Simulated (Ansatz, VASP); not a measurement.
## Ge (Germanium) in two plane-wave programs

Aim: how closely do two programs agree when they are given the same cell, functional and k mesh? The cell is taken from a series of runs on this material, whose earlier steps may have relaxed, scaled, displaced or heated it; both programs get it as it stands.

Program: Ansatz 0.2.0. Level of theory: plane waves, with VASP 6.6.1 beside it; zone-centre phonons at LDA. Results are calculated unless marked as measured.

This is not the structure that Ge takes at ambient pressure and room temperature (diamond type); it is a model or a phase of other conditions.

**1. Starting point**

The structure is tetragonal, space group I4_1/amd (No. 141). The conventional cell has a = 4.094 Å, b = 4.094 Å, c = 5.490 Å, α = 90.00°, β = 90.00°, γ = 90.00°. Nearest to Ge lie 4 Ge at 2.46 to 2.47 Å.

**2. Ansatz: zone-centre phonons, LDA**

Ansatz runs on its PAW soft_1 files.

Second derivatives magnify differences that forces hide, and they need a tight electronic threshold.

The input, input.yaml:

```yaml
crystal:
  lattice:
    - [0.0, 2.8950649525, 2.7448762911]
    - [2.8950649525, 0.0, 2.7448762911]
    - [2.8950649525, 2.8950649525, 0.0]
  atoms:
    - { symbol: Ge, position: [0.4999125049, 0.4999125049, 0.5000573079] }
    - { symbol: Ge, position: [0.7500874951, 0.7500874951, 0.7499426921] }
kpoints:
  mp_grid: { grid: [12, 12, 12], shift: [0.5, 0.5, 0.5] }
hamiltonian:
  xc: lda
  pseudopotentials: { kind: paw, azcp: { folder: soft_1 }, xc_functional: pbe }
scf:
  occupations: { method: gaussian, width: 0.015 }
output:
  eigenvalues: true
phonons:
  method: dfpt
```

Launch:

```bash
$ ansatz run input.yaml --threads 4 --pin off --max-ram 10240MiB --backend cpu --events-out ev --progress --plain --runs-dir out
```

Numbers of over 12 decimals in the logs are rounded to 6 here.

Output:

```text
Engine: ansatz 0.2.0, aarch64-unknown-linux-gnu
Pseudopotentials: kind: paw
Pseudopotential: Ge, paw, valence charge 14, recommended cutoff 420 eV (normal), soft_1/Ge.paw.azcp
Functional definition: SPW92
  exchange = slater_x
  correlation = pw_c
Crystal: 2 atoms, lattice volume = 46.012 Å³
Basis set: ecut = 420 eV, 925 PW (Γ), exchange–correlation on 64×64×64 points (8 copies of the dense FFT grid, shifted against one another)
Bands: 18, of which v1, the nominal top of the filled ones, is band 14 counted from 1 (13 counted from 0)
Symmetry: 4 space group operations
k-points: 864 of 1728 (irreducible under 1 space group operation, time reversal used)
Non-local potential: Ge, projectors of the file, l = 0: 2, l = 1: 2, l = 2: 3, l = 3: 1
PAW form: soft (Blöchl's): semilocal exchange-correlation on the pseudo side does not see the compensation charge
PAW frozen core: Ge, regenerated for the run's functional, and the local potential with it (the file was generated under x = pbe(κ = 0.804, μ = 0.219515), c = pbe(β = 0.066725))
PAW one-centre angular grid: Ge, 590 points (default); XC on 64 Gauss nodes
Initial density: superposition of atomic densities (chi_scale 0.1, normalization cell)
Initial wavefunctions: pseudopotential atomic-orbital guess
Functional: x = slater, c = lda
SCF iter   1: F=—  HF=-8431.551198 eV  |F-HF|=—  |Δ(HF+E_count)|=         —  Δρ=3.36e-2  dr2=4.77e-1  ethr=3.10e-3  ⟨swp⟩=6.0  Hψ=72066  notcnv=0
preconditioner: auto → none  [insulator: Δε(μ)=0.050 eV  Ē_g=23.321 eV  σ=0.015 eV  W_gap=0.98  n_scr=14 (ndim 8)  ℏωp=29.0 eV  f_vac=0.000  D(μ)=0.01/eV (n_scr^D=0)  ε∞_Penn≈2.5]
SCF iter   2: F=—  HF=-8431.438775 eV  |F-HF|=—  |Δ(HF+E_count)|=   1.12e-1  Δρ=1.54e-2  dr2=7.91e-2  ethr=1.70e-3  ⟨swp⟩=2.0  Hψ=25911  notcnv=0
SCF iter   3: F=—  HF=-8431.424430 eV  |F-HF|=—  |Δ(HF+E_count)|=   1.43e-2  Δρ=1.98e-3  dr2=4.61e-4  ethr=2.82e-4  ⟨swp⟩=2.1  Hψ=22533  notcnv=0
SCF iter   4: F=—  HF=-8431.424614 eV  |F-HF|=—  |Δ(HF+E_count)|=   1.84e-4  Δρ=3.90e-4  dr2=4.94e-5  ethr=1.65e-6  ⟨swp⟩=2.0  Hψ=25334  notcnv=0
SCF iter   5: F=—  HF=-8431.424484 eV  |F-HF|=—  |Δ(HF+E_count)|=   1.30e-4  Δρ=4.94e-5  dr2=1.12e-6  ethr=1.76e-7  ⟨swp⟩=2.0  Hψ=27648  notcnv=0
SCF iter   6: F=—  HF=-8431.424483 eV  |F-HF|=—  |Δ(HF+E_count)|=   9.71e-7  Δρ=2.46e-5  dr2=1.56e-7  ethr=3.98e-9  ⟨swp⟩=2.0  Hψ=27533  notcnv=0
SCF iter   7: F=—  HF=-8431.424483 eV  |F-HF|=—  |Δ(HF+E_count)|=   1.14e-7  Δρ=3.49e-6  dr2=2.81e-9  ethr=5.58e-10  ⟨swp⟩=2.0  Hψ=26774  notcnv=0
SCF iter   8: F=—  HF=-8431.424483 eV  |F-HF|=—  |Δ(HF+E_count)|=   2.35e-9  Δρ=3.83e-7  dr2=2.80e-11  ethr=1.00e-11  ⟨swp⟩=2.0  Hψ=27176  notcnv=0
SCF iter   9: F=-8431.424483 eV  HF=-8431.424483 eV  |F-HF|=1.82e-12  |Δ(HF+E_count)|=  5.46e-12  Δρ=6.59e-8  dr2=1.18e-12  ethr=1.00e-12  ⟨swp⟩=5.0  Hψ=66521  notcnv=0
SCF 1 converged in 9 iterations: F = -8431.424483 eV  dr2 = 1.18e-12
  greatest PAW one-centre occupation: 0.998 electrons in one spin orbital (limit 2), on the Ge atom at site 1 (counted from 0), in its partial waves of l = 2
DFPT response loops at Γ: preconditioner auto → Kerker (q_TF=auto, 2.512 Å⁻¹) (partly filled bands, converged f_vac=0.064); β = 1.00, the filter's whole step (`scf.mixing.beta` (0.50) is not read by the response loops under this deck's `scf.mixing.preconditioner`; to damp them name `kerker` or `kerker_dos`, under which they read `scf.mixing.beta`, and type it under 1.00, their step now; both keys bind the ground state too); Broyden in place of MSR1
SCF converged after 9 iterations
Free energy (F): -8431.424483 eV
Harris-Foulkes:  -8431.424483 eV  (|F-HF|=1.82e-12)
Internal energy: -8431.424483 eV  (E = F + TS)
E sigma→0 (E₀):  -8431.424483 eV
Fermi energy:    8.029297 eV
--- Per-component energies (eV) ---
  E_band       = -316.360739
  E_kinetic    = 186.140204
  E_local      = -4532.219412  (includes V_loc(G=0)·N_el)
  E_nonlocal   = 441.512540
  E_hartree    = 2154.603122
  E_xc         = -142.712956
  E_vxc        = -131.093544  (∫ρ·V_xc dr)
  E_paw        = -3868.633908  (= ΣΔE_a)
  E_vpaw       = -589.906830  (= ΣTr[D̂ρ^β])
  E_aug_tail   = 0.000026  (compensation charges beyond the density's cutoff)
  E_ewald      = -2673.930752
  E_core_change = 3.816653  (= ΣΔE_core)
  E_smearing   = -0.000000  (= −TS)
  E_closure    = 0.000000  (closes the sum)
  Σ components = -8431.424483   (vs F -8431.424483, Δ=0.00e0)
--- Band table (eV; the first three rows and the last of 864) ---
  k-point 0: bands = [... 10 lower, -4.6480, 7.0949, 7.8427, 8.0728, 8.4895, 10.4327, 10.6994, 10.7184]
  k-point 1: bands = [... 10 lower, -4.5400, 5.9490, 7.7111, 7.7530, 8.9702, 10.8130, 10.9394, 11.1012]
  k-point 2: bands = [... 10 lower, -4.2693, 4.4738, 7.2517, 7.4174, 8.9380, 11.1911, 11.4680, 12.2455]
  k-point 863: bands = [... 10 lower, -2.6123, 0.4646, 6.2140, 6.7741, 8.2467, 11.5567, 11.9821, 15.1124]
--- Phonons (Γ-DFPT): 2 representative perturbations + reference, on 864 of 1728 k-points (Σ response iterations 6) ---
  k mesh reduced under 1 symmetry operation, with k and −k counted as one. Each operation leaves every solved perturbation unchanged. A smaller set is not used because it would not reduce the number of displacements times k-points to solve
  ASR residual: 1.536e-5 → 0.000e0 eV/Å²; symmetrization residual: 2.303e-6 eV/Å²
  ASR residual per site (eV/Å²): 1.54e-5 1.54e-5
  Γ frequencies (cm⁻¹): 0.00 0.00 0.00 279.29 280.00 282.05
  non-analytic LO–TO correction: not included (Born effective charges unavailable; polar crystals: no LO–TO splitting at Γ)
```

[end of part 1 of 3]

[Lines on the potential files, build, host, timing and source positions are cut from VASP's logs without a mark.]

[Logs are printed without paths, hosts, clocks, repeated set-up lines and the standing remarks that a program may print on its own settings, such as how far it seeks lower states.]

[Hosts, paths, dates, database ids (printed as entryN), source tags and the programs' standing remarks are cut or masked in the printed files.]
